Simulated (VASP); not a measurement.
A run of VASP 6.6.1 is set up as follows.

INCAR

```
PREC = Accurate
ENCUT = 600
EDIFF = 1E-6
ISMEAR = 0
SIGMA = 0.1
LREAL = F
LASPH = T
NELM = 150
ALGO = Normal
ISIF = 3
LWAVE = F
LCHARG = F
ISPIN = 2
MAGMOM = 1.43 0 0 0
LORBIT = 11
LMAXMIX = 4
GGA = PE
IBRION = 2
NSW = 100
EDIFFG = -0.01
```

The input KPOINTS:

```
Automatic mesh
0
Gamma
  14 14 14
```

File POSCAR:

```
CrC3
1.0
    3.1138130015      0.0000000000      0.0000000000
    0.0000000000      3.1138130015      0.0000000000
    0.0000000000      0.0000000000      3.1138130015
Cr C
1 3
Direct
    0.0000000000      0.0000000000      0.0000000000
    0.0000000000      0.5000000000      0.5000000000
    0.5000000000      0.0000000000      0.5000000000
    0.5000000000      0.5000000000      0.0000000000
```

Potentials or basis: VASP PAW PBE potentials, release 64 (Cr_pv, C).

Run with:

```bash
$ cat potpaw_PBE.64/Cr_pv/POTCAR potpaw_PBE.64/C/POTCAR > POTCAR
$ mpirun -np 1 vasp_std > vasp.out
```

Estimate the band gap on the k mesh.

none (metal or under the smearing width).

Predict the relaxed volume.

7.40 Å³/atom.

What does it give for the relaxed cell?

a = 3.093 Å, b = 3.093 Å, c = 3.093 Å, α = 90.00°, β = 90.00°, γ = 90.00°.

Estimate the net moment.

0.00 μB per cell.

Final structure:
```yaml
crystal:
  lattice:
    - [3.09301, 0.00000, 0.00000]
    - [0.00000, 3.09301, 0.00000]
    - [0.00000, 0.00000, 3.09301]
  atoms:
    - { symbol: Cr, position: [0.00000, 0.00000, 0.00000] }
    - { symbol: C, position: [0.00000, 0.50000, 0.50000] }
    - { symbol: C, position: [0.50000, 0.00000, 0.50000] }
    - { symbol: C, position: [0.50000, 0.50000, 0.00000] }
```
